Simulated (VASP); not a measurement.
# GW-BSE spectrum of WS2 (Tungstenite), part 3 of 4

Aim: the optical spectrum of WS2 (Tungstenite) with the electron-hole interaction. The cell has space group P6_3/mmc. The start is a cell from a database of measured crystal structures.

VASP 6.6.1, plane waves and PAW; the level of theory is named at each step.

So far. Step 3 (Ground state): The cell has a gap of 0.975 eV on mesh and path and a pressure of -5.6 GPa, which holds the misfit of the given cell and coordinates with this functional, and any error of cutoff, mesh and data sets. Spin-orbit coupling is left out, which can shift or reorder these edges. Step 4 (Empty bands): WAVECAR now holds 256 bands for 52 electrons.

The database entry behind the starting cell differs from later determinations by our own check (an axis about 1.4 % long against later determinations), so it need not match the best structure at ambient conditions.

## (5) G0W0

This step: G0W0 on LDA, no spin polarisation; plane waves and PAW (W_sv_GW, S_GW) (VASP 6.6.1).

G0W0 keeps orbitals and screening fixed and shifts each of the lowest NBANDSGW levels once. LWAVE keeps the quasiparticle levels in WAVECAR, and the W files hold the screened interaction for the next step.

Contents of INCAR:

```
SYSTEM = WS2
PREC = Accurate
ENCUT = 340
ISMEAR = 0
SIGMA = 0.01
LREAL = .FALSE.
GGA = CA
NBANDS = 256
LASPH = .TRUE.
ALGO = EVGW0
NELMGW = 1
ENCUTGW = 100
NOMEGA = 48
PRECFOCK = Fast
NBANDSGW = 40
LWAVE = .TRUE.
LCHARG = .FALSE.
```

Contents of POSCAR:

```
WS2
1.0
    3.1800000000      0.0000000000      0.0000000000
   -1.5900000000      2.7539607840      0.0000000000
    0.0000000000      0.0000000000     12.5000000000
W S
2 4
Direct
    0.3333333333      0.6666666667      0.2500000000
    0.6666666667      0.3333333333      0.7500000000
    0.3333333333      0.6666666667      0.6260344509
    0.6666666667      0.3333333333      0.1260344509
    0.3333333333      0.6666666667      0.8739655491
    0.6666666667      0.3333333333      0.3739655491
```

Contents of KPOINTS:

```
Automatic mesh
0
Gamma
6 6 2
0 0 0
```

Potentials, in the order of the species: W_sv_GW and S_GW (LDA family, release 64).

Command:

```bash
mpirun -np 8 vasp_std
```

The program printed:

```text
[banner, memory and clock lines left out]
running    8 mpi-ranks, on    1 nodes
 distrk:  each k-point on    8 cores,    1 groups
 distr:  one band on    1 cores,    8 groups

 POSCAR found type information on POSCAR W S
 POSCAR found :  2 types and       6 ions
 [... a notice as in an earlier step ...]

|                                                                             |
|           W    W    AA    RRRRR   N    N  II  N    N   GGGG   !!!           |
|           W    W   A  A   R    R  NN   N  II  NN   N  G    G  !!!           |
|           W    W  A    A  R    R  N N  N  II  N N  N  G       !!!           |
|           W WW W  AAAAAA  RRRRR   N  N N  II  N  N N  G  GGG   !            |
|           WW  WW  A    A  R   R   N   NN  II  N   NN  G    G                |
|           W    W  A    A  R    R  N    N  II  N    N   GGGG   !!!           |
|                                                                             |
|     The default for ENCUTGWSOFT is different in this version of VASP.       |
|     please manually set ENCUTGWSOFT =100 in the INCAR file.                 |
|                                                                             |

 LDA part: xc-table for (Slater(with rela. corr.)+CA(PZ))
 , standard interpolation
 found WAVECAR, reading the header
 POSCAR, INCAR and KPOINTS ok, starting setup
 FFT: planning ... GRIDC
 FFT: planning ... GRID_SOFT
 FFT: planning ... GRID
 reading WAVECAR
 the WAVECAR file was read successfully
 initial charge from wavefunction
 available memory per node:     16.72 GB, setting MAXMEM to     17119

 The Fermi energy was updated, please check that it is located mid-gap
 values below the HOMO (VB) or above the LUMO (CB) will cause erroneous energies
 E-fermi :   7.7891

 calculate exact exchange contribution
 the WAVEDER file was read successfully
|                                                                             |
|           W    W    AA    RRRRR   N    N  II  N    N   GGGG   !!!           |
|           W    W   A  A   R    R  NN   N  II  NN   N  G    G  !!!           |
|           W    W  A    A  R    R  N N  N  II  N N  N  G       !!!           |
|           W WW W  AAAAAA  RRRRR   N  N N  II  N  N N  G  GGG   !            |
|           WW  WW  A    A  R   R   N   NN  II  N   NN  G    G                |
|           W    W  A    A  R    R  N    N  II  N    N   GGGG   !!!           |
|                                                                             |
|     Automatic setting of frequency mesh for GW failed. Frequency mesh       |
|     properly not suitable for determining QP energies. Consider             |
|     increasing number of kpoints.                                           |
|                                                                             |

energies w=
    0.000    0.000    1.088    0.000    2.172    0.000    3.247    0.000
    4.311    0.000    5.359    0.000    6.391    0.000    7.405    0.000
    8.400    0.000    9.377    0.000   10.336    0.000   11.281    0.000
   12.211    0.000   13.130    0.000   14.040    0.000   14.945    0.000
   15.847    0.000   16.750    0.000   17.659    0.000   18.576    0.000
   19.506    0.000   20.454    0.000   21.426    0.000   22.426    0.000
   23.463    0.000   24.542    0.000   25.673    0.000   26.867    0.000
   28.133    0.000   29.487    0.000   30.945    0.000   32.527    0.000
   34.259    0.000   36.171    0.000   38.302    0.000   40.704    0.000
   43.441    0.000   46.601    0.000   50.301    0.000   54.704    0.000
   60.043    0.000   66.664    0.000   75.098    0.000   86.208    0.000
  101.497    0.000  123.834    0.000  159.456    0.000  224.980    0.000
 responsefunction array rank=     272
 LDA part: xc-table for (Slater(with rela. corr.)+CA(PZ))
 , standard interpolation

 min. memory requirement per mpi rank    272.6 MB, per node   2180.9 MB

 allocating   6 responsefunctions rank=   272
 shmem allocating  48 responsefunctions rank=   272
 response function shared by NCSHMEM nodes    1
 Doing            6  frequencies on each core in blocks of           48
NQ=   1    0.0000    0.0000    0.0000,
|.........|.........|.........|.........|.........|.........|.........|.........
 performed       1147000 updates of chi_q(r,r)
 total number of BLAS operations        654.63 Gflops
NQ=   2    0.1667    0.0000    0.0000,
|.........|.........|.........|.........|.........|.........|.........|.........
 performed       3236000 updates of chi_q(r,r)
 total number of BLAS operations       1776.18 Gflops
NQ=   3    0.3333    0.0000    0.0000,
|.........|.........|.........|.........|.........|.........|.........|.........
 performed       5325000 updates of chi_q(r,r)
 total number of BLAS operations       2804.49 Gflops
NQ=   4    0.5000    0.0000    0.0000,
|.........|.........|.........|.........|.........|.........|.........|.........
 performed       6882000 updates of chi_q(r,r)
 total number of BLAS operations       3558.49 Gflops
NQ=   5    0.1667    0.1667    0.0000,
|.........|.........|.........|.........|.........|.........|.........|.........
 performed       8971000 updates of chi_q(r,r)
 total number of BLAS operations       4611.82 Gflops
NQ=   6    0.3333    0.1667    0.0000,
|.........|.........|.........|.........|.........|.........|.........|.........
 performed      11306000 updates of chi_q(r,r)
 total number of BLAS operations       5715.18 Gflops
NQ=   7    0.3333    0.3333    0.0000,
|.........|.........|.........|.........|.........|.........|.........|.........
 performed      12658000 updates of chi_q(r,r)
 total number of BLAS operations       6338.48 Gflops
NQ=   8    0.0000    0.0000    0.5000,
|.........|.........|.........|.........|.........|.........|.........|.........
 performed      13805000 updates of chi_q(r,r)
 total number of BLAS operations       6959.23 Gflops
NQ=   9    0.1667    0.0000    0.5000,
|.........|.........|.........|.........|.........|.........|.........|.........
 performed      15894000 updates of chi_q(r,r)
 total number of BLAS operations       8072.13 Gflops
NQ=  10    0.3333    0.0000    0.5000,
|.........|.........|.........|.........|.........|.........|.........|.........
 performed      17983000 updates of chi_q(r,r)
 total number of BLAS operations       9083.92 Gflops
NQ=  11    0.5000    0.0000    0.5000,
|.........|.........|.........|.........|.........|.........|.........|.........
 performed      19540000 updates of chi_q(r,r)
 total number of BLAS operations       9777.87 Gflops
NQ=  12    0.1667    0.1667    0.5000,
|.........|.........|.........|.........|.........|.........|.........|.........
 performed      21629000 updates of chi_q(r,r)
 total number of BLAS operations      10740.90 Gflops
NQ=  13    0.3333    0.1667    0.5000,
|.........|.........|.........|.........|.........|.........|.........|.........
 performed      23964000 updates of chi_q(r,r)
 total number of BLAS operations      11890.13 Gflops
NQ=  14    0.3333    0.3333    0.5000,
|.........|.........|.........|.........|.........|.........|.........|.........
 performed      25316000 updates of chi_q(r,r)
 total number of BLAS operations      12544.98 Gflops
 resolving degeneracies of screened two electron integrals

 calculate QP shifts <psi_nk| G(iteration)W_0 |psi_nk>: iteration 1
 writing wavefunctions
 entering main loop
```

It took 8.7 min on 8 MPI ranks of AMD EPYC 9R14 (Zen 4), shared host; peak memory 2.4 GiB; 65 min of CPU time.

OUTCAR, selected parts (step 5):

```text
   k-points           NKPTS =     14   k-points in BZ     NKDIM =     72   number of bands    NBANDS=    256

   NELECT =      52.0000    total number of electrons

 E-fermi :   7.7891

 QP shifts <psi_nk| G(iteration)W_0 |psi_nk>: iteration 1
 for sc-GW calculations column KS-energies equals QP-energies in previous step
 and V_xc(KS)=  KS-energies - (<T + V_ion + V_H > + <T+V_H+V_ion>^1  + <V_x>^1)
 k-point   1 :       0.0000    0.0000    0.0000
  band No.  KS-energies  QP-energies   sigma(KS)   V_xc(KS)     V^pw_x(r,r')   Z            occupation Imag(sigma)
    ...
     23       4.9387       4.9092     -15.4803     -15.4421     -17.1865       0.7726       2.0000       0.2772
     24       5.7542       5.4640     -14.1776     -13.8020     -16.2156       0.7728       2.0000       0.2944
     25       6.1590       6.2105     -14.2017     -14.2680     -15.1943       0.7766       2.0000       0.2156
     26       7.3017       7.4344     -15.2430     -15.4149     -15.8516       0.7723       2.0000       0.1451
     27       9.4906      10.3432     -14.0201     -15.1177     -10.2631       0.7767       0.0000      -0.3187
     28       9.4906      10.3432     -14.0201     -15.1177     -10.2631       0.7767       0.0000      -0.3187
     29       9.4963      10.3424     -13.9557     -15.0449     -10.1845       0.7769       0.0000      -0.3197
     30       9.4963      10.3424     -13.9557     -15.0449     -10.1845       0.7769       0.0000      -0.3197
    ...

 k-point   2 :       0.1667    0.0000    0.0000
  band No.  KS-energies  QP-energies   sigma(KS)   V_xc(KS)     V^pw_x(r,r')   Z            occupation Imag(sigma)
    ...
     23       4.9659       4.6973     -14.0720     -13.7247     -16.1590       0.7737       2.0000       0.3139
     24       5.8555       5.5784     -14.2182     -13.8597     -16.2185       0.7728       2.0000       0.2852
     25       6.0817       6.1403     -14.5969     -14.6725     -15.7081       0.7746       2.0000       0.2263
     26       6.4714       6.5470     -14.9002     -14.9979     -15.8687       0.7730       2.0000       0.1979
     27       8.8250       9.5434     -13.4349     -14.3572      -9.9157       0.7789       0.0000      -0.2916
     28       9.2807      10.0502     -14.1021     -15.0967     -10.5503       0.7737       0.0000      -0.3153
     29       9.3142      10.1946     -13.9348     -15.0614     -10.0705       0.7815       0.0000      -0.3166
     30       9.4713      10.2592     -14.2859     -15.3066     -10.6228       0.7719       0.0000      -0.3347
    ...

[... 8 parts as in an earlier step ...]

[... 7 further parts left out ...]
```

Numbers from this step:

- quasiparticle gap on the mesh: 1.543 eV
- smallest direct quasiparticle gap on the mesh: 2.344 eV
- gap of the starting orbitals on the mesh: 0.9747 eV

GW takes the gap from 0.975 to 1.543 eV. Spin-orbit coupling is left out. The value holds for 256 bands, ENCUTGW = 100 eV and this mesh, and isn't shown to be converged in them. VASP warns that the automatic setting of its frequency mesh failed and advises more k points, so the value is in doubt.

## (6) BSE, Tamm-Dancoff

This step: BSE on G0W0 on LDA, no spin polarisation; plane waves and PAW (W_sv_GW, S_GW) (VASP 6.6.1).

The Bethe-Salpeter equation adds the screened attraction of electron and hole to the quasiparticle pairs; ANTIRES = 0 leaves out the coupling to antiresonant pairs.

Contents of INCAR:

```
SYSTEM = WS2
PREC = Accurate
ENCUT = 340
ISMEAR = 0
SIGMA = 0.01
LREAL = .FALSE.
GGA = CA
NBANDS = 256
LASPH = .TRUE.
ALGO = BSE
NBANDSO = 5
NBANDSV = 4
OMEGAMAX = 25
NEDOS = 1000
CSHIFT = 0.1
PRECFOCK = Fast
LWAVE = .FALSE.
LCHARG = .FALSE.
ENCUTGW = 100
ANTIRES = 0
```

POSCAR is that of step 5.

KPOINTS is that of step 5.

Command:

```bash
mpirun -np 8 vasp_std
```

The program printed:

```text
[banner, memory and clock lines left out]
running    8 mpi-ranks, on    1 nodes
 distrk:  each k-point on    8 cores,    1 groups
 distr:  one band on    1 cores,    8 groups

 POSCAR found type information on POSCAR W S
 POSCAR found :  2 types and       6 ions
|                                                                             |
|           W    W    AA    RRRRR   N    N  II  N    N   GGGG   !!!           |
|           W    W   A  A   R    R  NN   N  II  NN   N  G    G  !!!           |
|           W    W  A    A  R    R  N N  N  II  N N  N  G       !!!           |
|           W WW W  AAAAAA  RRRRR   N  N N  II  N  N N  G  GGG   !            |
|           WW  WW  A    A  R   R   N   NN  II  N   NN  G    G                |
|           W    W  A    A  R    R  N    N  II  N    N   GGGG   !!!           |
|                                                                             |
|     For optimal performance we recommend to set                             |
|       NCORE = 2 up to number-of-cores-per-socket                            |
|     NCORE specifies how many cores store one orbital (NPAR=cpu/NCORE).      |
|     This setting can greatly improve the performance of VASP for DFT.       |
|     The default, NCORE=1 might be grossly inefficient on modern             |
|     multi-core architectures or massively parallel machines. Do your        |
|     Unfortunately you need to use the default for GW and RPA                |
|     calculations (for HF NCORE is supported but not extensively tested      |
|     yet).                                                                   |
|                                                                             |

|                                                                             |
|           W    W    AA    RRRRR   N    N  II  N    N   GGGG   !!!           |
|           W    W   A  A   R    R  NN   N  II  NN   N  G    G  !!!           |
|           W    W  A    A  R    R  N N  N  II  N N  N  G       !!!           |
|           W WW W  AAAAAA  RRRRR   N  N N  II  N  N N  G  GGG   !            |
|           WW  WW  A    A  R   R   N   NN  II  N   NN  G    G                |
|           W    W  A    A  R    R  N    N  II  N    N   GGGG   !!!           |
|                                                                             |
|     The default for ENCUTGWSOFT is different in this version of VASP.       |
|     please manually set ENCUTGWSOFT =100 in the INCAR file.                 |
|                                                                             |

 LDA part: xc-table for (Slater(with rela. corr.)+CA(PZ))
 , standard interpolation
 found WAVECAR, reading the header
 POSCAR, INCAR and KPOINTS ok, starting setup
 FFT: planning ... GRIDC
 FFT: planning ... GRID_SOFT
 FFT: planning ... GRID
 reading WAVECAR
 the WAVECAR file was read successfully
 initial charge from wavefunction
 available memory per node:     17.25 GB, setting MAXMEM to     17663

 The Fermi energy was updated, please check that it is located mid-gap
 values below the HOMO (VB) or above the LUMO (CB) will cause erroneous energies
 E-fermi :   8.2059

 the WAVEDER file was read successfully
 responsefunction array rank=     272

 min. memory requirement per mpi rank    151.9 MB, per node   1215.6 MB

 Doing            0  frequencies on each core in blocks of            0
 Found all WFULLXXXX.tmp files
 reading now WFULL0001.tmp
 reading now WFULL0002.tmp
 reading now WFULL0003.tmp
 reading now WFULL0004.tmp
 reading now WFULL0005.tmp
 reading now WFULL0006.tmp
 reading now WFULL0007.tmp
 reading now WFULL0008.tmp
 reading now WFULL0009.tmp
 reading now WFULL0010.tmp
 reading now WFULL0011.tmp
 reading now WFULL0012.tmp
 reading now WFULL0013.tmp
 reading now WFULL0014.tmp
 parallelization over k-points
 Using distributed matrix
 Using distributed eigensolver
 allocating two-electron 4 orbital integral table    5    4    5    4
 BSE setting up matrix
 available memory per node:     17.09 GB, setting MAXMEM to     17497
 Calculate matrix elements of the BSE Hamiltonian:
 Workload is divided into blocks of two-electron 4 orbital integrals computed in
  parallel.
 Each block/integral has dimensions  of (   5,   4,   5,   4) orbitals
 Total number of blocks/integrals:                 2628
 Number of spins:                                     1
 Number of kpoints:                                  72
 Spin channel:                                        1
  Number of blocks of unoccupied bands:               1
  Number of blocks of occupied bands:                 1
 Number of rows/columns of blocks:                   72

                                                        Time (sec)
               Integrals                 Ranks       Real         CPU
  [         1 -        576/      2628]     8         1.43        0.00
  [       577 -       1152/      2628]     8         2.88        0.00
  [      1153 -       1728/      2628]     8         4.30        0.00
  [      1729 -       2304/      2628]     8         5.71        0.00
  [      2305 -       2592/      2628]     8         6.43        0.00
  [      2593 -       2628/      2628]     8         6.60        0.00

 BSE redistributing all elements
 BSE diagonalizing matrix PDSYEVX_ZHEEVX_DESC
 BSE calculating oscillator strength
```

It took 10 s on 8 MPI ranks; peak memory 2.4 GiB.

OUTCAR, selected parts (step 6):

```text
   NELECT =      52.0000    total number of electrons

 E-fermi :   8.2059

[... 9 parts as in an earlier step ...]

[... 1 further part left out ...]
```

Numbers from this step:

```
lowest excitation : 2.067 eV
```

The imaginary dielectric function has structure finer than the step of the table below, so its rows give means over 1 eV, whole bins alone (the curve runs from 0 to 25 eV). Peaks (eV: height): xx 2.1: 23.0, 3.4: 21.0, 4.3: 13.8, 4.8: 14.0; yy 2.1: 23.0, 3.4: 21.0, 4.3: 13.8, 4.8: 14.0; zz 3.3: 4.60, 3.6: 5.73, 4.7: 3.71, 5.1: 2.75, 6.1: 3.77, 7.1: 4.08.

From 5 filled and 4 empty bands alone, without any pair above OMEGAMAX = 25 eV, so strength is missing wherever others contribute; lines are broadened by CSHIFT, which also makes the tail under the first line. Imaginary dielectric function against photon energy; means over each step:

| photon energy (eV) | xx | yy | zz |
| --- | --- | --- | --- |
| 1 | 0.349 | 0.349 | 0.0213 |
| 2 | 7.22 | 7.22 | 0.0816 |
| 3 | 12.8 | 12.8 | 1.85 |
| 4 | 10.0 | 10.0 | 2.58 |
| 5 | 7.57 | 7.58 | 2.25 |
| 6 | 2.30 | 2.31 | 2.07 |
| 7 | 1.05 | 1.11 | 1.37 |
| 8 | 0.149 | 0.138 | 0.110 |
| 9 | 0.0647 | 0.0581 | 0.0293 |
| 10 | 0.0330 | 0.0330 | 0.0150 |
| 11 | 0.0221 | 0.0221 | 0.00924 |
| 12 | 0.0158 | 0.0158 | 0.00626 |
| 13 | 0.0118 | 0.0118 | 0.00448 |
| 14 | 0.00906 | 0.00909 | 0.00337 |
| 15 | 0.00714 | 0.00716 | 0.00260 |
| 16 | 0.00575 | 0.00576 | 0.00206 |
| 17 | 0.00470 | 0.00471 | 0.00166 |
| 18 | 0.00389 | 0.00391 | 0.00137 |
| 19 | 0.00327 | 0.00328 | 0.00113 |
| 20 | 0.00277 | 0.00278 | 9.5e-4 |
| 21 | 0.00237 | 0.00238 | 8.2e-4 |
| 22 | 0.00205 | 0.00205 | 7.0e-4 |
| 23 | 0.00178 | 0.00179 | 6.0e-4 |
| 24 | 0.00155 | 0.00156 | 5.1e-4 |

Some of the lowest 40 states alone, with states under 2.5 meV apart joined, scaled to the strongest line shown. Exciton lines, with heights relative to the strongest:

| position (eV) | lines merged | oscillator strength |
| --- | --- | --- |
| 2.067 | 4 | 100 |
| 2.289 | 4 | 7.9 |
| 2.317 | 4 | 0.0 |
| 2.438 | 4 | 0.7 |
| 2.705 | 4 | 0.0 |
| 2.798 | 2 | 0.0 |
| 2.814 | 2 | 6.5 |
| 2.823 | 1 | 0.0 |
| 2.894 | 1 | 0.0 |
| 2.969 | 2 | 0.0 |
| 2.971 | 2 | 12 |
| 2.975 | 1 | 0.0 |
| 2.983 | 1 | 0.0 |
| 3.017 | 2 | 47 |
| 3.021 | 3 | 0.0 |
| 3.036 | 1 | 0.0 |

The lowest excitation lies at 2.067 eV, -276 meV against the direct gap of these orbitals, a distance that this coarse mesh makes far too large. Peak heights aren't converged with the mesh, least of all at the onset.

(Part 3 of 4 ends here.)

[Lines on the potential files, build, host, timing and source positions are cut from VASP's logs without a mark.]

[Logs are printed without paths, hosts, clocks, repeated set-up lines and the standing remarks that a program may print on its own settings, such as how far it seeks lower states.]

[Hosts, paths, dates, database ids (printed as entryN), source tags and the programs' standing remarks are cut or masked in the printed files.]

[Pressures printed for these runs are not shown converged in the cutoff: they can be off by several GPa and have the wrong sign.]
